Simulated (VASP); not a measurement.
SnTe: transverse stress against strain

SnTe (rock salt, Fm-3m, 32.281 Å³/atom and stress up to 0.13 GPa in the relaxed cell, cube axes along x, y and z) under a strain ε along a cube axis (axis z), the other axes held. r2SCAN in VASP (plane waves, PAW), 480 eV, 8×8×8 Γ-centred mesh, Gaussian smearing 0.05 eV; ions are relaxed, or left where forces stay under 0.02 eV/Å, within the symmetry of each cell. Stress is positive for a compressed cell.

Here s stands for strain and y for stress xx.

```
strain (%)  stress xx (GPa)
----------  ---------------
-3.00                     ?
-1.50                  0.17
-1.00                  0.16
-0.50                  0.14
0.00                   0.13
0.50                   0.11
1.00                   0.09
1.50                   0.07
```

Problem. Fit y against s with a straight line, and predict the withheld value at s = -3.00.

Solution. Means: s 0, y 0.124. About the means, the sum of products is -0.23500 and the sum of squares of s is 7.0000; the slope is their ratio. Least squares gives y = 0.124 - 0.0336·s. Residuals (row less fit): -0.004, 0.002, -0.001, 0.006, 0.003, 0.000, -0.004; standard error 0.004 (degrees of freedom: 5). The slope gives the elastic constant C12 = 3.4 ± 0.2 GPa (± standard error of the fit, which holds the terms cut off). At the withheld row, y = 0.124 - 0.0336 × (-3.0) = 0.225 GPa. The calculation gives 0.20 GPa, 0.025 GPa below the prediction (19.2 % of the range of y in the table). The row lies outside the fitted rows, so this is an extrapolation. The scatter of the fitted rows lies at the last printed digit.

A polynomial of degree 2 through the 12 other runs of the series gives 0.20 there, so most of the miss is curvature that the fit leaves out. Spin-orbit coupling is left out, which can shift these values for the heavy elements here. SnTe stands in this structure, which distorts at low temperature. Rows are the converged runs of the series near zero and its far end; series whose fitted rows scatter by over a few per cent of the range, as at a crossing or softening among them, aren't shown in this form, nor equations of state whose B0' disagrees with the runs' pressures. Most that stay on the fit to the last digits aren't either.
